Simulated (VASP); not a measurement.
W:

```
CELL_PARAMETERS angstrom
-1.58234 1.58234 1.58234
1.58234 -1.58234 1.58234
1.58234 1.58234 -1.58234
ATOMIC_POSITIONS crystal
W 0.00000 0.00000 0.00000
```

```yaml
Program: VASP 6.6.1
Task: relaxation of cell and atoms
Functional: PBE
Potentials_or_basis: VASP PAW PBE potentials, release 64 (W_sv)
Cutoff: 520 eV
k_mesh: 6 × 6 × 6
Occupations: gaussian, width 0.1 eV
Spin: no spin polarisation
```

At the start: pressure 4.3 GPa; volume 15.85 Å³/atom.

Q: How do energy, volume and symmetry change on relaxing?

A: Over 4 steps the energy falls by 2.9 meV/atom and the volume is 16.06 Å³/atom (+1.4 %); space group Im-3m (No. 229, to 0.05 Å).

The path:
```tsv
step	energy change (eV)	largest force (eV/Å)	pressure (GPa)	volume (Å³)
1	0.0000	0.0000	4.31	15.85
2	0.0308	0.0000	-13.19	16.85
3	-0.0029	0.0000	-0.07	16.07
4	-0.0029	0.0000	0.01	16.06
```

Final structure:
```
W
1.0
    -1.58952    1.58952    1.58952
     1.58952   -1.58952    1.58952
     1.58952    1.58952   -1.58952
W
1
Cartesian
  0.0000 0.0000 0.0000
```

Caveat: the k mesh is coarse (spacing up to 0.47 Å⁻¹), so the values aren't converged.
